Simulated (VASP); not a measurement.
Input for VASP

### INCAR
```
SYSTEM = TaS2
PREC = Accurate
ENCUT = 300
EDIFF = 1E-6
NELM = 100
ALGO = Normal
LREAL = .FALSE.
LASPH = .TRUE.
ISMEAR = 0
SIGMA = 0.1
GGA = PS
LMAXMIX = 6
LWAVE = .FALSE.
LCHARG = .FALSE.
ISIF = 2
```

File POSCAR:
```
TaS2
1
    1.6917200000     0.9767150000     6.3514130000
   -1.6917200000     0.9767150000     6.3514130000
    0.0000000000    -1.9534300000     6.3514130000
Ta S
1 2
Direct
  0.0000000000   0.0000000000   0.0000000000
  0.7461270000   0.7461270000   0.7461270000
  0.2538730000   0.2538730000   0.2538730000
```

### KPOINTS
```
Regular mesh
0
gamma
 5 5 5
0 0 0
```

POTCAR, in this order: Ta_pv S (PBE.64 set). Program: vasp_std.

Q: Translate this PBEsol calculation to Quantum ESPRESSO's pw.x.

A: One equivalent input (not run):
```
&CONTROL
  calculation = 'scf'
  pseudo_dir = './pseudo'
  outdir = './out'
  tprnfor = .true.
  tstress = .true.
/
&SYSTEM
  ibrav = 0
  nat = 3
  ntyp = 2
  ecutwfc = 58
  occupations = 'smearing'
  smearing = 'gaussian'
  degauss = 0.00735
  input_dft = 'pbesol'
/
&ELECTRONS
  conv_thr = 7.3e-08
  electron_maxstep = 100
/
ATOMIC_SPECIES
  Ta 180.948 Ta.upf
  S 32.060 S.upf
CELL_PARAMETERS angstrom
     1.6917200    0.9767150    6.3514130
    -1.6917200    0.9767150    6.3514130
     0.0000000   -1.9534300    6.3514130
ATOMIC_POSITIONS crystal
  Ta   0.0000000  0.0000000  0.0000000
  S    0.7461270  0.7461270  0.7461270
  S    0.2538730  0.2538730  0.2538730
K_POINTS automatic
  5 5 5 0 0 0
```
What does not carry over: the potentials are each code's own (VASP's PAW set, PseudoDojo norm-conserving files in pw.x), so ENCUT and ecutwfc are chosen apart and not converted; conv_thr bounds pw.x's estimated SCF error, while EDIFF bounds the energy change between steps.

The structure comes from a computed database's TaS2 entry; how it stands against other phases isn't given here. The cell was not relaxed at this level. The k-mesh is coarse (spacing up to 0.43 per Å, 2π included), so the numbers may not be converged in it. The run is one of a series of settings (KPOINTS 5×5×5 Γ-centred mesh against the base run), some of them coarse on purpose.
